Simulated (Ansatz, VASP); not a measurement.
**TaGa2: VASP beside Ansatz**

```xyz
3
Lattice="0.0000 2.9209 2.9209 2.9209 0.0000 2.9209 2.9209 2.9209 0.0000" Properties=species:S:1:pos:R:3 pbc="T T T"
Ta    0.0000    0.0000    0.0000
Ga    1.4605    1.4605    1.4605
Ga    2.9209    2.9209    2.9209
```

Change from the starting cell: species swapped into the Cu2Se type (F-43m, No. 216).

Alike in both runs: task relaxation of cell and atoms; functional PBE; k mesh 6 × 6 × 6; occupations gaussian, width 0.1 eV; no spin polarisation.

|  | VASP | Ansatz |
| --- | --- | --- |
| version | VASP 6.6.1 | Ansatz 0.2.0 |
| potentials or method | VASP PAW PBE potentials, release 64 (Ta_pv, Ga_d) | scalar-relativistic, plane waves, PAW |
| plane-wave cutoff (eV) | 600 | 420 |
| valence electrons in the cell | 37 | 39 |

```tsv
	VASP	Ansatz	Ansatz less VASP
gap on the k mesh at the Fermi level, each at its own relaxed structure (eV)	none	none	-
relaxed volume (Å³/atom)	18.85	18.80	-0.042
relaxed cell length with the largest relative difference (Å)	4.308	4.305	-0.0032
energy change over the relaxation (meV/atom)	-99	-96	+3.3
```

A gap of «none» marks a metal or a gap that the smearing closes. The two sets of potentials don't hold the same shells in valence.

The runs have no spin-orbit coupling, so splittings on Ta are missing.
